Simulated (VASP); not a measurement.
Computed with PBE GGA, VASP's PBE PAW potentials (set 64) (plane waves; VASP).

A VASP calculation is set up with these files.

File POSCAR:
```
Na
1
   -2.1300000000     2.1300000000     2.1300000000
    2.1300000000    -2.1300000000     2.1300000000
    2.1300000000     2.1300000000    -2.1300000000
Na
1
Direct
  0.0000000000   0.0000000000   0.0000000000
```

**INCAR**
```
ALGO = Normal
EDIFF = 1E-6
ENCUT = 300
GGA = PE
ISIF = 2
ISMEAR = -1
LASPH = .True.
LCHARG = .False.
LREAL = .False.
LWAVE = .False.
NELM = 100
PREC = Accurate
SIGMA = 0.1
SYSTEM = Na
```

**KPOINTS**
```
Automatic mesh
0
Gamma
9 9 9
0 0 0
```

POTCAR, in this order: Na_pv (PBE.64 set). Program: vasp_std.

Output of the run:

File OSZICAR:
```
       N       E                     dE             d eps       ncg     rms          rms(c)
DAV:   1     0.169742201539E+02    0.16974E+02   -0.32632E+03   504   0.552E+02
DAV:   2    -0.101989598451E+01   -0.17994E+02   -0.17992E+02   525   0.133E+02
DAV:   3    -0.131960116907E+01   -0.29971E+00   -0.29970E+00   623   0.223E+01
DAV:   4    -0.132193705008E+01   -0.23359E-02   -0.23359E-02   602   0.179E+00
DAV:   5    -0.132196751445E+01   -0.30464E-04   -0.30464E-04   630   0.178E-01    0.216E-01
DAV:   6    -0.132181453789E+01    0.15298E-03   -0.46132E-04   574   0.326E-01    0.144E-01
DAV:   7    -0.132171254333E+01    0.10199E-03   -0.10248E-03   504   0.398E-01    0.122E-02
DAV:   8    -0.132170783573E+01    0.47076E-05   -0.30939E-05   679   0.118E-01    0.396E-03
DAV:   9    -0.132170787032E+01   -0.34587E-07   -0.75032E-07   308   0.167E-02
   1 F= -.13217079E+01 E0= -.13149170E+01  d E =-.135817E-01
```

File OUTCAR:
```
------------------------ aborting loop because EDIFF is reached ----------------------------------------
  FORCE on cell =-STRESS in cart. coord.  units (eV):
  Direction    XX          YY          ZZ          XY          YZ          ZX
  --------------------------------------------------------------------------------------
  Total       -0.0995692     -0.0995692     -0.0995692     -0.0000000      0.0000000     -0.0000000
  in kB       -4.1270227     -4.1270227     -4.1270227     -0.0000000      0.0000000     -0.0000000
  external PRESSURE =      -4.1270227 kB  Pullay stress =       0.0000000 kB
  volume of cell :       38.65
      direct lattice vectors                 reciprocal lattice vectors
    -2.130000000  2.130000000  2.130000000     0.000000000  0.234741784  0.234741784
     2.130000000 -2.130000000  2.130000000     0.234741784  0.000000000  0.234741784
     2.130000000  2.130000000 -2.130000000     0.234741784  0.234741784  0.000000000
 POSITION                                       TOTAL-FORCE (eV/Angst)
 -----------------------------------------------------------------------------------
      0.00000      0.00000      0.00000         0.000000     -0.000000      0.000000
 -----------------------------------------------------------------------------------
    total drift:                               -0.000000     -0.000000      0.000000
  FREE ENERGIE OF THE ION-ELECTRON SYSTEM (eV)
  ---------------------------------------------------
  free  energy   TOTEN  =        -1.3217078703 eV

  energy  without entropy=       -1.3081261890  energy(sigma->0) =       -1.31491703
```
(Selected blocks of OUTCAR.)

At this cut-off the stress carries a Pulay error, which pulls relaxed volumes low.

The structure is a typed Na crystal (Im-3m). The cell was not relaxed at this level.
